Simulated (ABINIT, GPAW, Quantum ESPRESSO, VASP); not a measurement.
## Ba (P-1, 2 atoms in the cell) computed with different codes at matched settings

Self-consistent single point, at a second geometry (atoms moved at random). First geometry:

```
Ba
1.0
    2.15649    -3.91208     0.00000
    2.15649     3.91208     0.00000
    0.00000     0.00000     7.26927
Ba
2
Direct
  0.64960   0.35040   0.75000
  0.35040   0.64960   0.25000
```

Second geometry:
```xyz
2
Lattice="2.1565 -3.9121 0.0000 2.1565 3.9121 0.0000 0.0000 0.0000 7.2693" Properties=species:S:1:pos:R:3 pbc="T T T"
Ba     2.1534    -1.1927     5.4347
Ba     2.1596     1.1927     1.8345
```

Shared settings, as Quantum ESPRESSO writes them: occupations = smearing; smearing = gauss; degauss = 0.019992 Ry; K_POINTS = automatic 6 6 3 0 0 0. Potentials and cutoffs stand in the table.

```json
[
 {"code": "VASP", "model": "PBEsol, VASP's PBE PAW potentials (set 64)", "ΔF from the first geometry (meV/atom)": "-0.5", "pressure (GPa)": "-0.33", "largest force (eV/Å)": "0.055", "cutoff": "300 eV"},
 {"code": "GPAW", "model": "PBEsol, GPAW PAW datasets PBEsol (made by gpaw-setup)", "ΔF from the first geometry (meV/atom)": "-0.5", "pressure (GPa)": "-0.33", "largest force (eV/Å)": "0.055", "cutoff": "550 eV"},
 {"code": "Quantum ESPRESSO", "model": "PBEsol, PseudoDojo standard norm-conserving (PBESOL) pseudopotentials", "ΔF from the first geometry (meV/atom)": "-0.5", "pressure (GPa)": "-0.39", "largest force (eV/Å)": "0.054", "cutoff": "60 Ry"},
 {"code": "ABINIT", "model": "PBEsol, norm-conserving pseudopotentials (PseudoDojo nc-sr-04 PBEsol standard)", "ΔF from the first geometry (meV/atom)": "-0.5", "pressure (GPa)": "-0.39", "largest force (eV/Å)": "0.054", "cutoff": "762 eV"}
]
```

The spread over the programs that give each value: ΔF from the first geometry within 0.0 meV/atom; pressure within 0.06 GPa; largest force within 0.001 eV/Å.

VASP's run is marked for a possible Pulay error in its stress at this cutoff; no cutoff test was made.

The starting cell comes from a database of computed structures (which also holds hypothetical and non-ambient phases and stackings), without a prior relaxation at this level. Its lattice was rescaled by a random factor within 2.5 % of one. For this run, on top of that: atoms moved at random.

Left out of this page: Ansatz, CP2K, Elk, FLEUR and SIESTA (not drawn, or without a comparable value).
